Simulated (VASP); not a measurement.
# Mn2Sb2O3 (R-3m) in VASP: single point with r2SCAN

Aim: the single point of Mn2Sb2O3 with r2SCAN.

All numbers are computed with VASP 6.6.1; they aren't measurements. Logs are shortened: lines on timing, memory, paths and dates and some standing lists are left out, and cuts for length are marked.

## 1. Starting point

It takes space group R-3m (No. 166, trigonal). Conventional cell: a = 5.349 Å, b = 5.349 Å, c = 12.771 Å, α = 90.00°, β = 90.00°, γ = 120.00°. O (site symmetry 2/m) has 2 Mn at 1.81 Å as nearest neighbours. Around Mn (site symmetry 3m) lie 3 O at 1.81 Å. Around Sb (site symmetry -3m) lie 6 O at 2.63 Å. Sb (site symmetry -3m) has 6 O at 2.67 Å as nearest neighbours.

The cell was built by a generator and needn't be a form met in nature.

## 2. Single point, r2SCAN

POSCAR reads:

```
Mn2Sb2O3
1.0
    2.6745610600      1.5441591900      4.2568970800
   -2.6745610600      1.5441591900      4.2568970800
    0.0000000000     -3.0883173800      4.2568970800
O Mn Sb
3 2 2
Direct
    0.0000000000      0.0000000000      0.5000000000
    0.5000000000      0.0000000000      0.0000000000
    0.0000000000      0.5000000000      0.0000000000
    0.2401300000      0.2401300000      0.2401300000
    0.7598700000      0.7598700000      0.7598700000
    0.0000000000      0.0000000000      0.0000000000
    0.5000000000      0.5000000000      0.5000000000
```

INCAR.step1 reads:

```
SYSTEM = Mn2Sb2O3
ALGO     = Normal         ! electronic algorithm
EDIFF    = 1E-4           ! SCF threshold, eV
ENCUT    = 520            ! plane-wave cutoff, eV
GGA      = PE             ! functional
ISMEAR   = -5             ! smearing method
LASPH    = .TRUE.         ! aspherical terms in the spheres
LCHARG   = .FALSE.        ! write CHGCAR
LMAXMIX  = 4              ! l up to which the mixer works
LREAL    = .FALSE.        ! projectors in reciprocal space
LWAVE    = .TRUE.         ! write WAVECAR
NELM     = 100            ! most SCF steps
PREC     = Accurate       ! precision mode
SIGMA    = 0.1            ! smearing width, eV
```

INCAR.step2 reads:

```
SYSTEM = Mn2Sb2O3
ALGO     = Normal         ! electronic algorithm
EDIFF    = 1E-6           ! SCF threshold, eV
ENCUT    = 520            ! plane-wave cutoff, eV
ISIF     = 2              ! what is computed and relaxed
ISMEAR   = -1             ! smearing method
ISTART   = 1            
LASPH    = .TRUE.         ! aspherical terms in the spheres
LCHARG   = .FALSE.        ! write CHGCAR
LMAXMIX  = 4              ! l up to which the mixer works
LMIXTAU  = .TRUE.       
LORBIT   = 11             ! projections on sites
LREAL    = .FALSE.        ! projectors in reciprocal space
LWAVE    = .FALSE.        ! write WAVECAR
METAGGA  = R2SCAN         ! meta-GGA
NELM     = 100            ! most SCF steps
PREC     = Accurate       ! precision mode
SIGMA    = 0.1            ! smearing width, eV
```

KPOINTS reads:

```
k-points
0
G
  8 8 8
  0 0 0
```

Potentials or basis: VASP PAW PBE potentials, release 64 (O, Mn_pv, Sb).

Command:

```console
> cat potpaw_PBE.64/O/POTCAR potpaw_PBE.64/Mn_pv/POTCAR potpaw_PBE.64/Sb/POTCAR > POTCAR
> cp INCAR.step1 INCAR
> mpirun -np 1 vasp_std > vasp.out
> cp INCAR.step2 INCAR
> mpirun -np 1 vasp_std > vasp.out
```

OUTCAR:

```text
SYSTEM = Mn2Sb2O3
   EDIFF = 1E-6
   ENCUT = 520
   ISIF = 2
   ISMEAR = -1
   ISTART = 1
   LASPH = .TRUE.
   LORBIT = 11
   LREAL = .FALSE.
   METAGGA = R2SCAN
   NELM = 100
   PREC = Accurate

 ion  position               nearest neighbor table
   1  0.000  0.000  0.500-   4 1.81   5 1.81   6 2.63   6 2.63   7 2.67   7 2.67
   2  0.500  0.000  0.000-   4 1.81   5 1.81   6 2.63   6 2.63   7 2.67   7 2.67
   3  0.000  0.500  0.000-   4 1.81   5 1.81   6 2.63   6 2.63   7 2.67   7 2.67
   4  0.240  0.240  0.240-   2 1.81   3 1.81   1 1.81   6 3.07   7 3.23   7 3.23   7 3.23   6 3.31
                             6 3.31   6 3.31   7 3.32
   5  0.760  0.760  0.760-   2 1.81   3 1.81   1 1.81   6 3.07   7 3.23   7 3.23   7 3.23   6 3.31
                             6 3.31   6 3.31   7 3.32
   6  0.000  0.000  0.000-   1 2.63   1 2.63   3 2.63   2 2.63   3 2.63   2 2.63   5 3.07   4 3.07
                             5 3.31   4 3.31   5 3.31   4 3.31   5 3.31   4 3.31   7 3.75   7 3.75
   7  0.500  0.500  0.500-   1 2.67   1 2.67   2 2.67   2 2.67   3 2.67   3 2.67   5 3.23   4 3.23
                             4 3.23   5 3.23   4 3.23   5 3.23   5 3.32   4 3.32   6 3.75   6 3.75

  LATTYP: Found a trigonal (rhomboedric) cell.
 ALAT       =     5.2591707511
 COS(alpha) =     0.4827498613

  Lattice vectors:

 A1 = (   2.6745610600,   1.5441591900,   4.2568970800)
 A2 = (  -2.6745610600,   1.5441591900,   4.2568970800)
 A3 = (   0.0000000000,  -3.0883173800,   4.2568970800)

Analysis of symmetry for initial positions (statically):
=====================================================================
 Subroutine PRICEL returns:
 Original cell was already a primitive cell.

 Routine SETGRP: Setting up the symmetry group for a
 trigonal (rhombohedral) supercell.

 Subroutine GETGRP returns: Found 12 space group operations
 (whereof 12 operations were pure point group operations)
 out of a pool of 12 trial point group operations.

The static configuration has the point symmetry D_3d.

Analysis of symmetry for dynamics (positions and initial velocities):
=====================================================================
 Subroutine PRICEL returns:
 Original cell was already a primitive cell.

 Routine SETGRP: Setting up the symmetry group for a
 trigonal (rhombohedral) supercell.

 Subroutine GETGRP returns: Found 12 space group operations
 (whereof 12 operations were pure point group operations)
 out of a pool of 12 trial point group operations.

The dynamic configuration has the point symmetry D_3d.

 Subroutine INISYM returns: Found 12 space group operations
 (whereof 12 operations are pure point group operations),
 and found     1 'primitive' translations

----------------------------------------------------------------------------------------

                                     Primitive cell

  volume of cell :     105.4846

  direct lattice vectors                    reciprocal lattice vectors
     2.674561060  1.544159190  4.256897080     0.186946564  0.107933627  0.078304289
    -2.674561060  1.544159190  4.256897080    -0.186946564  0.107933627  0.078304289
     0.000000000 -3.088317380  4.256897080     0.000000000 -0.215867255  0.078304314

  length of vectors
     5.259170773  5.259170773  5.259170751     0.229630676  0.229630676  0.229630654

  position of ions in fractional coordinates (direct lattice)
     0.000000000  0.000000000  0.500000000
     0.500000000  0.000000000  0.000000000
     0.000000000  0.500000000  0.000000000
     0.240130000  0.240130000  0.240130000
     0.759870000  0.759870000  0.759870000
     0.000000000  0.000000000  0.000000000
     0.500000000  0.500000000  0.500000000

  ion indices of the primitive-cell ions
   primitive index   ion index
                 1           1
                 2           2
                 3           3
                 4           4
                 5           5
                 6           6
                 7           7

----------------------------------------------------------------------------------------

 KPOINTS: k-points

Automatic generation of k-mesh.
 Grid dimensions read from file:
 generate k-points for:    8    8    8

 Generating k-lattice:

  Cartesian coordinates                     Fractional coordinates (reciprocal lattice)
     0.023368320  0.013491703  0.009788036     0.125000000  0.000000000  0.000000000
    -0.023368320  0.013491703  0.009788036     0.000000000  0.125000000  0.000000000
     0.000000000 -0.026983407  0.009788039     0.000000000  0.000000000  0.125000000

  Length of vectors
     0.028703834  0.028703834  0.028703832

  Shift w.r.t. Gamma in fractional coordinates (k-lattice)
     0.000000000  0.000000000  0.000000000

 Subroutine IBZKPT returns following result:
 ===========================================

 Found     65 irreducible k-points:

 Following reciprocal coordinates:
            Coordinates               Weight
  0.000000  0.000000  0.000000      1.000000
  0.125000 -0.000000  0.000000      6.000000
  0.250000 -0.000000  0.000000      6.000000
  0.375000  0.000000  0.000000      6.000000
  0.500000 -0.000000  0.000000      3.000000
  0.125000  0.125000  0.000000      6.000000
[... 16 lines left out ...]
  0.250000  0.125000  0.125000      6.000000
  0.375000  0.125000  0.125000      6.000000
 [... further k-points ...]
   k-points           NKPTS =     65   k-points in BZ     NKDIM =     65   number of bands    NBANDS=     32
   number of dos      NEDOS =    301   number of ions     NIONS =      7
   total plane-waves  NPLWV =  64000
   dimension x,y,z NGX =    40 NGY =   40 NGZ =   40
   dimension x,y,z NGXF=    80 NGYF=   80 NGZF=   80
   ions per type =               3   2   2
   NGX,Y,Z   is equivalent  to a cutoff of  12.64, 12.64, 12.64 a.u.
   NGXF,Y,Z  is equivalent  to a cutoff of  25.29, 25.29, 25.29 a.u.
 SYSTEM =  Mn2Sb2O3
   PREC   = accura    normal or accurate (medium, high low for compatibility)
   ISTART =      1    job   : 0-new  1-cont  2-samecut
   ICHARG =      0    charge: 1-file 2-atom 10-const
   ISPIN  =      1    spin polarized calculation?
   LNONCOLLINEAR =      F non collinear calculations
   LSORBIT =      F    spin-orbit coupling
   LASPH  =      T    aspherical Exc in radial PAW
   ENCUT  =  520.0 eV  38.22 Ry    6.18 a.u.   9.78  9.78  9.78*2*pi/ulx,y,z
   NELM   =    100;   NELMIN=  2; NELMDL=  0     # of ELM steps
   EDIFF  = 0.1E-05   stopping-criterion for ELM
   LREAL  =      F    real-space projection
   EDIFFG = 0.1E-04   stopping-criterion for IOM
   NSW    =      0    number of steps for IOM
   IBRION =     -1    ionic relax: 0-MD 1-quasi-New 2-CG
   NFREE  =      0    steps in history (QN), initial steepest desc. (CG)
   ISIF   =      2    stress and relaxation
   ISYM   =      2    0-nonsym 1-usesym 2-fastsym
   POTIM  = 0.5000    time-step for ionic-motion
   TEBEG  =    0.0;   TEEND  =   0.0 temperature during run
   PSTRESS=    0.0 pullay stress
   NELECT =      54.0000    total number of electrons
   NUPDOWN=      -1.0000    fix difference up-down
   EMIN   =  10.00;   EMAX   =-10.00  energy-range for DOS
   EFERMI =   0.00;   METHOD = LEGACY
   ISMEAR =    -1;   SIGMA  =   0.10  broadening in eV -4-tet -1-fermi 0-gaus
   EFERMI_NEDOS =   21; number of points for ismear=-14 and -15
   IALGO  =     38    algorithm
   IMIX   =      4    mixing-type and parameters
     AMIX     =   0.40;   BMIX     =  1.00
     AMIX_MAG =   1.60;   BMIX_MAG =  1.00
  volume/ion in A,a.u.               =      15.07       101.69
  Fermi-wavevector in a.u.,A,eV,Ry     =   1.309613  2.474811 23.335180  1.715087
  Thomas-Fermi vector in A             =   2.440200
   LORBIT       =     11    0 simple, 1 ext, 2 COOP (PROOUT), +10 PAW based schemes
   METAGGA = R2SCAN    functional components
   LHFCALC =     F    Hartree Fock is set to
   AEXX    =    0.0000 exact exchange contribution
   IVDW    =     0    specifies the selected vdW correction
   LEPSILON=     F    determine dielectric tensor
   LRPA    =     F    only Hartree local field effects (RPA)
 non-spin polarized calculation
  energy-cutoff  :      520.00
  volume of cell :      105.48
 maximum number of plane-waves:      2856
   NGX = 19   NGY = 19   NGZ = 19

 number of electron      54.0000007 magnetization

 Free energy of the ion-electron system (eV)
  ---------------------------------------------------
  ext. energy  EPLUGINS =         0.00000000
  ---------------------------------------------------
  free energy    TOTEN  =       -98.94659680 eV

  energy without entropy =      -98.66702893  energy(sigma->0) =      -98.80681287

 E-fermi :   7.8441     XC(G=0): -11.6011

 val. band max:        7.8407475297   @ k =  -0.2500   0.2500   0.2500
 cond. band min:       7.8465677536   @ k =   0.2500   0.1250   0.0000
 fundamental gap:      0.0058202238
 Fermi energy:         7.8441022259

 k-point     1 :       0.0000    0.0000    0.0000
  band No.  band energies     occupation
      1     -42.5507      2.00000
      2     -42.5507      2.00000
      3     -42.5398      2.00000
      4     -42.5398      2.00000
      5     -42.3672      2.00000
      6     -42.3590      2.00000
[... 24 lines left out ...]
     31       8.3215      0.01676
     32       9.1618      0.00000

 k-point     2 :       0.1250   -0.0000    0.0000
  band No.  band energies     occupation
      1     -42.5506      2.00000
      2     -42.5503      2.00000
      3     -42.5402      2.00000
      4     -42.5398      2.00000
      5     -42.3669      2.00000
      6     -42.3592      2.00000
[... 24 lines left out ...]
     31       8.3772      0.00963
     32       9.5419      0.00000
[... 733 lines left out ...]
     31       8.3424      0.01361
     32       9.7254      0.00000

 k-point    24 :       0.3750    0.1250    0.1250
  band No.  band energies     occupation
      1     -42.5503      2.00000
      2     -42.5495      2.00000
      3     -42.5411      2.00000
      4     -42.5402      2.00000
      5     -42.3658      2.00000
      6     -42.3602      2.00000
[... 24 lines left out ...]
     31       8.5384      0.00193
     32       9.4246      0.00000

 [... further k-points ...]

------------------------ aborting loop because EDIFF is reached ----------------------------------------

  FORCE on cell =-STRESS in cart. coord.  units (eV):
  Direction    XX          YY          ZZ          XY          YZ          ZX
  --------------------------------------------------------------------------------------
  -------------------------------------------------------------------------------------
  Total        0.2693055      0.2693056     -1.1308617      0.0000000     -0.0000001      0.0000000
  in kB        4.0904107      4.0904123    -17.1763617      0.0000000     -0.0000013      0.0000000
  external PRESSURE =      -2.9985129 kB  Pullay stress =       0.0000000 kB

 VOLUME and BASIS-vectors are now :
 -----------------------------------------------------------------------------
  energy-cutoff  :      520.00
  volume of cell :      105.48
      direct lattice vectors                 reciprocal lattice vectors
     2.674561060  1.544159190  4.256897080     0.186946564  0.107933627  0.078304289
    -2.674561060  1.544159190  4.256897080    -0.186946564  0.107933627  0.078304289
     0.000000000 -3.088317380  4.256897080     0.000000000 -0.215867255  0.078304314

 POSITION                                       TOTAL-FORCE (eV/Angst)
 -----------------------------------------------------------------------------------
      0.00000     -1.54416      2.12845         0.000000      0.000000     -0.000000
      1.33728      0.77208      2.12845         0.000000      0.000000      0.000000
     -1.33728      0.77208      2.12845        -0.000000      0.000000     -0.000000
      0.00000      0.00000      3.06663         0.000000      0.000000      1.546969
      0.00000      0.00000      9.70407         0.000000     -0.000000     -1.546969
      0.00000      0.00000      0.00000         0.000000      0.000000      0.000000
      0.00000      0.00000      6.38535         0.000000      0.000000      0.000000
 -----------------------------------------------------------------------------------
    total drift:                               -0.000000     -0.000000      0.000000

  FREE ENERGIE OF THE ION-ELECTRON SYSTEM (eV)
  ---------------------------------------------------
  free  energy   TOTEN  =       -98.9465968037 eV

  energy  without entropy=      -98.6670289281  energy(sigma->0) =      -98.80681287

 total charge

# of ion       s       p       d       tot
------------------------------------------
    1        1.588   3.449   0.000   5.037
    2        1.588   3.449   0.000   5.037
    3        1.588   3.449   0.000   5.037
    4        0.309   6.306   5.217  11.832
    5        0.309   6.306   5.217  11.832
    6        1.308   0.840   0.046   2.194
    7        1.292   0.886   0.040   2.218
--------------------------------------------------
tot          7.982  24.686  10.520  43.189
```

It took 6.8 min on 1 thread of Intel Xeon 6975P-C (Granite Rapids), shared host; peak memory 0.39 GiB.

What came out:

- Free energy: -98.9466 eV
- Pressure: -0.3 GPa
- Largest force: 1.547 eV/Å
- Band gap on the k mesh: none (metal or under the smearing width)
- Valence electrons inside the program's atomic spheres: O 5.04; Mn 11.83; Sb 2.19, 2.22

Forces in eV/Å, atoms in the order of the input:
```
O    0.000  0.000  0.000
O    0.000  0.000  0.000
O    0.000  0.000  0.000
Mn   0.000  0.000  1.547
Mn   0.000  0.000 -1.547
Sb   0.000  0.000  0.000
Sb   0.000  0.000  0.000
```

Stress tensor (GPa, compression positive):
```
 0.41  0.00  0.00
 0.00  0.41  0.00
 0.00  0.00 -1.72
```

Caveat: the PAW data sets were made with another functional, which shifts forces and pressure a little; the run has no spin polarisation, though such a crystal can be magnetic; semilocal functionals often make such compounds metallic where correlation or magnetic order opens a gap, which also shifts bond lengths. Spin-orbit coupling is left out, which matters for the levels of Sb.
